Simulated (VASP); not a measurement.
CrTe2:

```
CELL_PARAMETERS angstrom
3.81000 0.00000 0.00000
-1.90500 3.29956 0.00000
0.00000 0.00000 12.26000
ATOMIC_POSITIONS crystal
Cr 0.00000 0.00000 0.00000
Cr 0.00000 0.00000 0.50000
Te 0.33333 0.66667 0.12650
Te 0.33333 0.66667 0.62650
Te 0.66667 0.33333 0.37350
Te 0.66667 0.33333 0.87350
```

The cell was built by a generator and isn't the measured one.

Base run:

| Item | Value |
| --- | --- |
| Program | VASP 6.6.1 |
| Functional | LDA |
| Potentials or basis | VASP PAW LDA potentials, release 64 (Cr_pv, Te) |
| Cutoff | 520 eV |
| k mesh | 12 × 12 × 4 |
| Occupations | fermi-dirac, width 0.05 eV |
| Spin | collinear spin, antiferromagnetic start |
| Starting moments | [3.0, -3.0, 0.0, 0.0, 0.0, 0.0] μB |

Its results: band gap on the k mesh none (metal or under the smearing width); pressure -5.0 GPa; net moment 0.00 μB per cell; site moments Cr +2.61, -2.61; Te -0.12, +0.12 μB; largest force 0.405 eV/Å.

Problem. The run is repeated on the same cell with these changes: spin from collinear spin, antiferromagnetic start to collinear spin, ferromagnetic start; moments at the start from [3.0, -3.0, 0.0, 0.0, 0.0, 0.0] to [3.0, 3.0, 0.0, 0.0, 0.0, 0.0]. What comes out?

Solution. Band gap on the k mesh none (metal or under the smearing width); pressure -5.1 GPa; net moment 4.74 μB per cell; site moments Cr +2.58; Te -0.14 μB; largest force 0.399 eV/Å.
